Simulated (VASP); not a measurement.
Consider the following.

```
CELL_PARAMETERS angstrom
      2.15000    -3.72391     0.00000
      2.15000     3.72391     0.00000
      0.00000     0.00000     7.01000
ATOMIC_POSITIONS crystal
  Cd 0.66667 0.33333 0.50000
  Cd 0.33333 0.66667 0.00000
  Se 0.66667 0.33333 0.87600
  Se 0.33333 0.66667 0.37600
```

Computed with PBE GGA, VASP's PBE PAW potentials (set 64) (plane waves; VASP 6.6.1). Settings: 400 eV cut-off, 6×6×3 Γ-centred mesh, Gaussian smearing of 0.050 eV, potentials Cd Se.

Estimate the energy per atom (σ→0), pressure, band gap (on the k-mesh) with the smallest direct gap where there is one.

* **band gap (on the k-mesh)**: 0.67 eV
* **smallest direct gap (on the k-mesh)**: 0.67 eV
* **energy per atom (σ→0)**: -2.728 eV/atom
* **pressure**: 2.94 GPa

Total energies compare only between runs with the same potentials, cut-off and functional.

The compound is CdSe in the wurtzite structure. The cell was not relaxed at this level.
